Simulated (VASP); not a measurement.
# ScAl3: structure and properties in VASP, part 5 of 6

How well does BLYP reproduce what experiment finds for ScAl3? The cell is relaxed first, and properties follow on it. The start is a computed cell from the Materials Project.

VASP 6.6.1; BLYP; plane waves and PAW (Sc_sv, Al).

So far. Step 6 (Total and projected DOS (BLYP)): The finer mesh and the other smearing move the Fermi level by +0.05 eV from the 7×7×7 run, a small shift, which tests the Fermi level alone. Of the states within 0.3 eV of the Fermi level, the largest shares in the PAW spheres are Sc d 28 % and Al p 10 %. The rest lies in smaller channels or between the spheres. Step 7 (Zone-centre phonons (BLYP)): The three acoustic modes lie within 0.3 cm⁻¹ of zero, and all others are real.

### 8. Electric field gradients (BLYP)

Field gradients probe how far the charge around each nucleus departs from cubic symmetry; LASPH keeps the non-spherical terms inside the spheres.

Contents of INCAR:

```
SYSTEM = ScAl3
PREC = Accurate
ENCUT = 400
EDIFF = 1E-07
NELM = 100
ISMEAR = -1
SIGMA = 0.05
LREAL = .FALSE.
ALGO = Normal
GGA = B5
ALDAX = 1
AGGAX = 1
AGGAC = 1
ALDAC = 0
NBANDS = 16
LORBIT = 11
LWAVE = .FALSE.
LCHARG = .FALSE.
KPAR = 2
LEFG = .TRUE.
LASPH = .TRUE.
```

Contents of POSCAR:

```
ScAl3
1.0
    4.1516531660      0.0000000000      0.0000000000
    0.0000000000      4.1516531660      0.0000000000
    0.0000000000      0.0000000000      4.1516531660
Sc Al
1 3
Direct
    0.0000000000      0.0000000000      0.0000000000
    0.5000000000      0.5000000000      0.0000000000
    0.0000000000      0.5000000000      0.5000000000
    0.5000000000      0.0000000000      0.5000000000
```

Contents of KPOINTS:

```
Automatic mesh
0
Gamma
7 7 7
0 0 0
```

The projector-augmented-wave data sets are Sc_sv and Al (PBE family, release 64).

Command:

```
$ mpirun -np 2 vasp_std
```

The log of the run:

```text
[... set-up lines as in an earlier step ...]
 entering main loop
       N       E                     dE             d eps       ncg     rms          rms(c)
[... 1 cycle as in an earlier step ...]
DAV:   2    -0.115560082329E+02   -0.10174E+03   -0.99663E+02   664   0.281E+02
DAV:   3    -0.161201004523E+02   -0.45641E+01   -0.44208E+01   976   0.510E+01
DAV:   4    -0.162002192368E+02   -0.80119E-01   -0.80080E-01   848   0.777E+00
DAV:   5    -0.162029223335E+02   -0.27031E-02   -0.27028E-02   952   0.127E+00    0.786E+00
DAV:   6    -0.153281868694E+02    0.87474E+00   -0.50529E+00  1056   0.222E+01    0.247E+00
DAV:   7    -0.153072129333E+02    0.20974E-01   -0.20588E-01   960   0.425E+00    0.175E+00
DAV:   8    -0.153015334536E+02    0.56795E-02   -0.70897E-02  1072   0.234E+00    0.370E-01
DAV:   9    -0.153020682646E+02   -0.53481E-03   -0.31866E-02  1024   0.190E+00    0.273E-01
DAV:  10    -0.153009972074E+02    0.10711E-02   -0.13628E-02  1024   0.116E+00    0.751E-02
DAV:  11    -0.153009042065E+02    0.93001E-04   -0.15337E-03  1056   0.380E-01    0.307E-02
DAV:  12    -0.153008844915E+02    0.19715E-04   -0.11764E-04  1040   0.117E-01    0.377E-03
DAV:  13    -0.153008845640E+02   -0.72541E-07   -0.28031E-06   936   0.105E-02    0.288E-03
DAV:  14    -0.153008847407E+02   -0.17662E-06   -0.89942E-08   584   0.314E-03    0.266E-03
DAV:  15    -0.153008847328E+02    0.78192E-08   -0.73501E-07   912   0.827E-03
ion   1
     0.0000000     0.0000000     0.0000000    -0.0000000     0.0000000    -0.0000000
     0.0000413     0.0000000     0.0000000    -0.0000000     0.0000000    -0.0000000
     0.0000569     0.0000000     0.0000000    -0.0000000     0.0000000    -0.0000000
     0.0000784     0.0000000     0.0000000    -0.0000000     0.0000000    -0.0000000
     0.0001079     0.0000000     0.0000000    -0.0000000     0.0000000    -0.0000000

     0.0000000    -0.0000000     0.0000000     0.0000000     0.0000000    -0.0000000
     0.0000413    -0.0000000     0.0000000     0.0000000     0.0000000    -0.0000000
     0.0000569    -0.0000000     0.0000000     0.0000000     0.0000000    -0.0000000
     0.0000784    -0.0000000     0.0000000     0.0000000     0.0000000    -0.0000000
     0.0001079    -0.0000000     0.0000000     0.0000000     0.0000000    -0.0000000

ion   2
     0.0000000    -0.0000000     0.0000000    -0.8159363    -0.0000000    -0.0000000
     0.0000349    -0.0000000     0.0000000    -0.8159363    -0.0000000    -0.0000000
     0.0000480    -0.0000000     0.0000000    -0.8159363    -0.0000000    -0.0000000
     0.0000661    -0.0000000     0.0000000    -0.8159363    -0.0000000    -0.0000000
     0.0000910    -0.0000000     0.0000000    -0.8159363    -0.0000000    -0.0000000

     0.0000000    -0.0000000     0.0000000   -15.7456667    -0.0000000    -0.0000000
     0.0000349    -0.0000000     0.0000000   -15.7456450    -0.0000000    -0.0000000
     0.0000480    -0.0000000     0.0000000   -15.7456315    -0.0000000    -0.0000000
     0.0000661    -0.0000000     0.0000000   -15.7456088    -0.0000000    -0.0000000
     0.0000910    -0.0000000     0.0000000   -15.7455712    -0.0000000    -0.0000000

ion   3
     0.0000000     0.0000000    -0.0000000     0.4079681     0.0000000    -0.7066215
     0.0000349     0.0000000    -0.0000000     0.4079681     0.0000000    -0.7066215
     0.0000480     0.0000000    -0.0000000     0.4079681     0.0000000    -0.7066215
     0.0000661     0.0000000    -0.0000000     0.4079681     0.0000000    -0.7066215
     0.0000910     0.0000000    -0.0000000     0.4079681     0.0000000    -0.7066215

     0.0000000     0.0000000    -0.0000000     7.8728334     0.0000000   -13.6361474
     0.0000349     0.0000000    -0.0000000     7.8728225     0.0000000   -13.6361286
     0.0000480     0.0000000    -0.0000000     7.8728157     0.0000000   -13.6361169
     0.0000661     0.0000000    -0.0000000     7.8728044     0.0000000   -13.6360972
     0.0000910     0.0000000    -0.0000000     7.8727856     0.0000000   -13.6360647

ion   4
     0.0000000     0.0000000     0.0000000     0.4079681    -0.0000000     0.7066215
     0.0000349     0.0000000     0.0000000     0.4079681    -0.0000000     0.7066215
     0.0000480     0.0000000     0.0000000     0.4079681    -0.0000000     0.7066215
     0.0000661     0.0000000     0.0000000     0.4079681    -0.0000000     0.7066215
     0.0000910     0.0000000     0.0000000     0.4079681    -0.0000000     0.7066215

     0.0000000     0.0000000     0.0000000     7.8728334    -0.0000000    13.6361474
     0.0000349     0.0000000     0.0000000     7.8728225    -0.0000000    13.6361286
     0.0000480     0.0000000     0.0000000     7.8728157    -0.0000000    13.6361169
     0.0000661     0.0000000     0.0000000     7.8728044    -0.0000000    13.6360972
     0.0000910     0.0000000     0.0000000     7.8727856    -0.0000000    13.6360647

   1 F= -.15300885E+02 E0= -.15294513E+02  d E =-.127434E-01
```

Wall time 23 s (2 MPI ranks of AMD EPYC 7R43, shared host); peak memory 0.24 GiB; 42 s of CPU time.

OUTCAR, selected parts (step 8):

```text
   NELECT =      20.0000    total number of electrons

 E-fermi :   7.2345

 k-point     1 :       0.0000    0.0000    0.0000
  band No.  band energies     occupation
    ...
      6       4.7398      2.00000
      7       4.7398      2.00000
      8       5.5504      2.00000
      9       5.5504      2.00000
     10       5.5504      2.00000
     11       8.5203      0.00000
     12       8.5203      0.00000
     13       8.5203      0.00000
     14       8.8851      0.00000
     15      11.5035      0.00000
    ...

  Total       -0.0051254     -0.0051254     -0.0051254      0.0000000     -0.0000000      0.0000000
  in kB       -0.1147564     -0.1147564     -0.1147564      0.0000000     -0.0000000      0.0000000
  external PRESSURE =      -0.1147564 kB  Pullay stress =       0.0000000 kB

  FREE ENERGIE OF THE ION-ELECTRON SYSTEM (eV)
  ---------------------------------------------------
  free  energy   TOTEN  =       -15.3008847328 eV

  energy  without entropy=      -15.2881412958  energy(sigma->0) =      -15.29451301

 Electric field gradients after diagonalization (V/A^2)
 (convention: |V_zz| > |V_xx| > |V_yy|)
----------------------------------------------------------------------
 ion       V_xx      V_yy      V_zz     asymmetry (V_yy - V_xx)/ V_zz
----------------------------------------------------------------------
   1       0.000     0.000    -0.000       0.034
   2      -9.930    -9.930    19.859       0.000
   3      -9.930    -9.930    19.859       0.000
   4      -9.930    -9.930    19.859       0.000
----------------------------------------------------------------------

[... 9 parts as in an earlier step ...]

[... 9 further parts left out ...]
```

Numbers from this step:

```yaml
scf_cycles: 15
irreducible_k_points: 20
fermi_energy: 7.234 eV
pressure: -0.01148 GPa
```

Electric field gradients, by row:

```
atom  Vxx (V/Å²)  Vyy (V/Å²)  Vzz (V/Å²)  asymmetry
 Sc1           0           0           0          -
 Al2       -9.93       -9.93       19.86          0
 Al3       -9.93       -9.93       19.86          0
 Al4       -9.93       -9.93       19.86          0
```

The largest gradient, 19.86 V/Å², sits on Al2 and like sites; times the quadrupole moment of a nucleus that has one, it gives the coupling that NMR and NQR see.

### 9. Core-level energies (BLYP)

Core levels shift with the potential at each site, so they tell like atoms on unlike sites apart.

INCAR, as its differences from that of step 8:

```diff
@@ -3,3 +3,3 @@
 ENCUT = 400
-EDIFF = 1E-07
+EDIFF = 1E-06
 NELM = 100
@@ -19,3 +19,2 @@
 KPAR = 2
-LEFG = .TRUE.
-LASPH = .TRUE.
+ICORELEVEL = 1
```

POSCAR is that of step 8.

KPOINTS is that of step 8.

Command:

```
$ mpirun -np 2 vasp_std
```

The log of the run:

```text
[... set-up lines as in an earlier step ...]
 entering main loop
       N       E                     dE             d eps       ncg     rms          rms(c)
[... 13 cycles as in an earlier step ...]
   1 F= -.15300523E+02 E0= -.15294150E+02  d E =-.127467E-01
```

The job ended after 14 s (2 MPI ranks; peak memory 0.24 GiB).

From OUTCAR (step 9):

```text
   NELECT =      20.0000    total number of electrons

 the core state eigenenergies are
   1-  1s  -4384.1151  2s   -461.3344  2p   -375.2628
   2-  1s  -1498.7188  2s    -96.1296  2p    -57.5794
   3-  1s  -1498.7188  2s    -96.1296  2p    -57.5794
   4-  1s  -1498.7188  2s    -96.1296  2p    -57.5794

 E-fermi :   7.2349

[... 19 parts as in an earlier step ...]

[... 2 further parts left out ...]
```

These are scalar-relativistic Kohn-Sham levels of the ground state, with no core hole, so they are not binding energies.

Numbers from this step:

```yaml
scf_cycles: 13
fermi_energy: 7.235 eV
pressure: -0.02013 GPa
```

Kohn-Sham core levels. Core levels, by row:

```
atom  shell  level below the Fermi level (eV)
 Sc1     1s                              4391
 Sc1     2s                             468.6
 Sc1     2p                             382.5
 Al2     1s                              1506
 Al2     2s                             103.4
 Al2     2p                             64.81
 Al3     1s                              1506
 Al3     2s                             103.4
 Al3     2p                             64.81
 Al4     1s                              1506
 Al4     2s                             103.4
 Al4     2p                             64.81
```

Atoms of one element give levels within 0.1 eV of each other.

### 10. Volume scan with BLYP, volume scale 0.94

An equation of state needs energies on both sides of the minimum, all on one mesh and cutoff.

INCAR, as its differences from that of step 9:

```diff
@@ -19,2 +19,2 @@
 KPAR = 2
-ICORELEVEL = 1
+ISIF = 2
```

Contents of POSCAR:

```
ScAl3
1.0
    4.0669017696      0.0000000000      0.0000000000
    0.0000000000      4.0669017696      0.0000000000
    0.0000000000      0.0000000000      4.0669017696
Sc Al
1 3
Direct
    0.0000000000      0.0000000000      0.0000000000
    0.5000000000      0.5000000000      0.0000000000
    0.0000000000      0.5000000000      0.5000000000
    0.5000000000      0.0000000000      0.5000000000
```

KPOINTS is that of step 9.

Command:

```
$ mpirun -np 2 vasp_std
```

The log of the run:

```text
[... set-up lines as in an earlier step ...]
 entering main loop
       N       E                     dE             d eps       ncg     rms          rms(c)
DAV:   1     0.960663847059E+02    0.96066E+02   -0.74378E+03   648   0.936E+02
DAV:   2    -0.111458667264E+02   -0.10721E+03   -0.10522E+03   656   0.282E+02
DAV:   3    -0.159800783967E+02   -0.48342E+01   -0.46945E+01  1016   0.528E+01
DAV:   4    -0.160536605317E+02   -0.73582E-01   -0.73490E-01   792   0.725E+00
DAV:   5    -0.160564895900E+02   -0.28291E-02   -0.28286E-02  1024   0.135E+00    0.870E+00
DAV:   6    -0.152569832525E+02    0.79951E+00   -0.44594E+00  1048   0.218E+01    0.288E+00
DAV:   7    -0.152363411580E+02    0.20642E-01   -0.15242E-01   968   0.369E+00    0.195E+00
DAV:   8    -0.152310845381E+02    0.52566E-02   -0.57859E-02  1072   0.216E+00    0.324E-01
DAV:   9    -0.152316732106E+02   -0.58867E-03   -0.20678E-02  1008   0.159E+00    0.232E-01
DAV:  10    -0.152310314404E+02    0.64177E-03   -0.94325E-03  1024   0.101E+00    0.784E-02
DAV:  11    -0.152309422015E+02    0.89239E-04   -0.12945E-03  1024   0.363E-01    0.276E-02
DAV:  12    -0.152309257359E+02    0.16466E-04   -0.93941E-05  1024   0.107E-01    0.359E-03
DAV:  13    -0.152309258835E+02   -0.14762E-06   -0.16994E-06   728   0.865E-03
   1 F= -.15230926E+02 E0= -.15224892E+02  d E =-.120682E-01
```

Run time: 14 s. Hardware: 2 MPI ranks; peak memory 0.24 GiB; 26 s of CPU time.

Parts of OUTCAR (step 10):

```text
   ENCUT  =  400.0 eV  29.40 Ry    5.42 a.u.   6.63  6.63  6.63*2*pi/ulx,y,z

   NELECT =      20.0000    total number of electrons

 E-fermi :   7.7772

 k-point     1 :       0.0000    0.0000    0.0000
  band No.  band energies     occupation
    ...
      6       5.2372      2.00000
      7       5.2372      2.00000
      8       6.0663      2.00000
      9       6.0663      2.00000
     10       6.0663      2.00000
     11       9.1179      0.00000
     12       9.1179      0.00000
     13       9.1179      0.00000
     14       9.4324      0.00000
     15      12.5436      0.00000
    ...

  Total        2.2376300      2.2376300      2.2376300     -0.0000000     -0.0000000     -0.0000000
  in kB       53.2976202     53.2976202     53.2976202     -0.0000000     -0.0000000     -0.0000000
  external PRESSURE =      53.2976202 kB  Pullay stress =       0.0000000 kB

 POSITION                                       TOTAL-FORCE (eV/Angst)
 -----------------------------------------------------------------------------------
      0.00000      0.00000      0.00000         0.000000      0.000000      0.000000
      2.03345      2.03345      0.00000         0.000000      0.000000      0.000000
      0.00000      2.03345      2.03345         0.000000      0.000000      0.000000
      2.03345      0.00000      2.03345         0.000000      0.000000      0.000000
 -----------------------------------------------------------------------------------
    total drift:                               -0.000000     -0.000000     -0.000000

  FREE ENERGIE OF THE ION-ELECTRON SYSTEM (eV)
  ---------------------------------------------------
  free  energy   TOTEN  =       -15.2309258835 eV

  energy  without entropy=      -15.2188577241  energy(sigma->0) =      -15.22489180

[... 4 parts as in an earlier step ...]

[... 12 further parts left out ...]
```

The scan keeps the cell's shape and the fractional positions fixed.

Numbers from this step:

```
free energy (TOTEN)     : -15.23 eV
energy at zero smearing : -15.22 eV
Fermi energy            : 7.777 eV
pressure                : 5.330 GPa
```

The pressure here is 5.33 GPa.

### 11. Volume scan with BLYP, volume scale 0.96

INCAR is that of step 10.

Contents of POSCAR:

```
ScAl3
1.0
    4.0955428666      0.0000000000      0.0000000000
    0.0000000000      4.0955428666      0.0000000000
    0.0000000000      0.0000000000      4.0955428666
Sc Al
1 3
Direct
    0.0000000000      0.0000000000      0.0000000000
    0.5000000000      0.5000000000      0.0000000000
    0.0000000000      0.5000000000      0.5000000000
    0.5000000000      0.0000000000      0.5000000000
```

KPOINTS is that of step 10.

Command:

```
$ mpirun -np 2 vasp_std
```

The log of the run:

```text
[... set-up lines as in an earlier step ...]
 entering main loop
       N       E                     dE             d eps       ncg     rms          rms(c)
DAV:   1     0.936200447174E+02    0.93620E+02   -0.73335E+03   640   0.925E+02
DAV:   2    -0.116302732067E+02   -0.10525E+03   -0.10276E+03   664   0.287E+02
DAV:   3    -0.160335199316E+02   -0.44032E+01   -0.39777E+01   992   0.498E+01
DAV:   4    -0.161164621030E+02   -0.82942E-01   -0.82911E-01   808   0.815E+00
DAV:   5    -0.161204938727E+02   -0.40318E-02   -0.40317E-02   992   0.165E+00    0.840E+00
DAV:   6    -0.152965723477E+02    0.82392E+00   -0.46590E+00  1048   0.219E+01    0.273E+00
DAV:   7    -0.152760292373E+02    0.20543E-01   -0.16706E-01   984   0.386E+00    0.188E+00
DAV:   8    -0.152706269432E+02    0.54023E-02   -0.62564E-02  1048   0.222E+00    0.342E-01
DAV:   9    -0.152712874997E+02   -0.66056E-03   -0.25563E-02  1032   0.175E+00    0.260E-01
DAV:  10    -0.152703957004E+02    0.89180E-03   -0.11517E-02  1032   0.110E+00    0.764E-02
DAV:  11    -0.152703087417E+02    0.86959E-04   -0.13642E-03  1048   0.366E-01    0.286E-02
DAV:  12    -0.152702910995E+02    0.17642E-04   -0.98904E-05  1072   0.109E-01    0.396E-03
DAV:  13    -0.152702911446E+02   -0.45167E-07   -0.21295E-06   800   0.953E-03
   1 F= -.15270291E+02 E0= -.15264197E+02  d E =-.121884E-01
```

Elapsed: 14 s, on 2 MPI ranks; peak memory 0.24 GiB; 25 s of CPU time.

From OUTCAR (step 11):

```text
   ENCUT  =  400.0 eV  29.40 Ry    5.42 a.u.   6.68  6.68  6.68*2*pi/ulx,y,z

   NELECT =      20.0000    total number of electrons

 E-fermi :   7.5904

 k-point     1 :       0.0000    0.0000    0.0000
  band No.  band energies     occupation
    ...
      6       5.0667      2.00000
      7       5.0667      2.00000
      8       5.8869      2.00000
      9       5.8869      2.00000
     10       5.8869      2.00000
     11       8.9134      0.00000
     12       8.9134      0.00000
     13       8.9134      0.00000
     14       9.2441      0.00000
     15      12.1819      0.00000
    ...

  Total        1.4365186      1.4365186      1.4365186      0.0000000     -0.0000000     -0.0000000
  in kB       33.5032871     33.5032871     33.5032871      0.0000000     -0.0000000     -0.0000000
  external PRESSURE =      33.5032871 kB  Pullay stress =       0.0000000 kB

 POSITION                                       TOTAL-FORCE (eV/Angst)
 -----------------------------------------------------------------------------------
      0.00000      0.00000      0.00000         0.000000      0.000000      0.000000
      2.04777      2.04777      0.00000         0.000000      0.000000      0.000000
      0.00000      2.04777      2.04777         0.000000      0.000000      0.000000
      2.04777      0.00000      2.04777         0.000000      0.000000      0.000000
 -----------------------------------------------------------------------------------
    total drift:                               -0.000000     -0.000000     -0.000000

  FREE ENERGIE OF THE ION-ELECTRON SYSTEM (eV)
  ---------------------------------------------------
  free  energy   TOTEN  =       -15.2702911446 eV

  energy  without entropy=      -15.2581027274  energy(sigma->0) =      -15.26419694

[... 4 parts as in an earlier step ...]

[... 12 further parts left out ...]
```

This step gave:

```yaml
free_energy_toten: -15.27 eV
energy_at_zero_smearing: -15.26 eV
fermi_energy: 7.590 eV
pressure: 3.350 GPa
```

The pressure falls from 5.33 to 3.35 GPa.

The run ends at a pressure of 3.35 GPa.

### 12. Volume scan with BLYP, volume scale 0.98

INCAR is that of step 11.

Contents of POSCAR:

```
ScAl3
1.0
    4.1237888824      0.0000000000      0.0000000000
    0.0000000000      4.1237888824      0.0000000000
    0.0000000000      0.0000000000      4.1237888824
Sc Al
1 3
Direct
    0.0000000000      0.0000000000      0.0000000000
    0.5000000000      0.5000000000      0.0000000000
    0.0000000000      0.5000000000      0.5000000000
    0.5000000000      0.0000000000      0.5000000000
```

KPOINTS is that of step 11.

Command:

```
$ mpirun -np 2 vasp_std
```

The log of the run:

```text
[... set-up lines as in an earlier step ...]
 entering main loop
       N       E                     dE             d eps       ncg     rms          rms(c)
DAV:   1     0.892828984749E+02    0.89283E+02   -0.74175E+03   656   0.921E+02
DAV:   2    -0.119811654061E+02   -0.10126E+03   -0.98808E+02   648   0.278E+02
DAV:   3    -0.160866281846E+02   -0.41055E+01   -0.40445E+01  1008   0.517E+01
DAV:   4    -0.161659807400E+02   -0.79353E-01   -0.79325E-01   792   0.763E+00
[...]
DAV:  11    -0.152929391720E+02    0.75004E-04   -0.13803E-03  1048   0.363E-01    0.309E-02
DAV:  12    -0.152929183261E+02    0.20846E-04   -0.11936E-04  1056   0.118E-01    0.370E-03
DAV:  13    -0.152929184187E+02   -0.92667E-07   -0.25327E-06   792   0.101E-02
   1 F= -.15292918E+02 E0= -.15286719E+02  d E =-.123995E-01
```

Elapsed: 13 s, on 2 MPI ranks; peak memory 0.25 GiB.

OUTCAR, selected parts (step 12):

```text
  Total        0.6884653      0.6884653      0.6884653      0.0000000      0.0000000      0.0000000
  in kB       15.7290811     15.7290811     15.7290811      0.0000000      0.0000000      0.0000000
  external PRESSURE =      15.7290811 kB  Pullay stress =       0.0000000 kB

 POSITION                                       TOTAL-FORCE (eV/Angst)
 -----------------------------------------------------------------------------------
      0.00000      0.00000      0.00000         0.000000      0.000000      0.000000
      2.06189      2.06189      0.00000         0.000000      0.000000      0.000000
      0.00000      2.06189      2.06189         0.000000      0.000000      0.000000
      2.06189      0.00000      2.06189         0.000000      0.000000      0.000000
 -----------------------------------------------------------------------------------
    total drift:                               -0.000000     -0.000000     -0.000000

  FREE ENERGIE OF THE ION-ELECTRON SYSTEM (eV)
  ---------------------------------------------------
  free  energy   TOTEN  =       -15.2929184187 eV

  energy  without entropy=      -15.2805189577  energy(sigma->0) =      -15.28671869

[... 1 part as in an earlier step ...]

[... 2 further parts left out ...]
[key lines of the parts left out:]
E-fermi :   7.4098
```

The pressure falls from 3.35 to 1.57 GPa.

The run ends at a pressure of 1.57 GPa.

(Part 5 of 6 ends here.)

[Lines on the potential files, build, host, timing and source positions are cut from VASP's logs without a mark.]

[Logs are printed without paths, hosts, clocks, repeated set-up lines and the standing remarks that a program may print on its own settings, such as how far it seeks lower states.]

[Hosts, paths, dates, database ids (printed as entryN), source tags and the programs' standing remarks are cut or masked in the printed files.]

[A measured line is paired with the nearest computed mode of its activity, which favours agreement.]
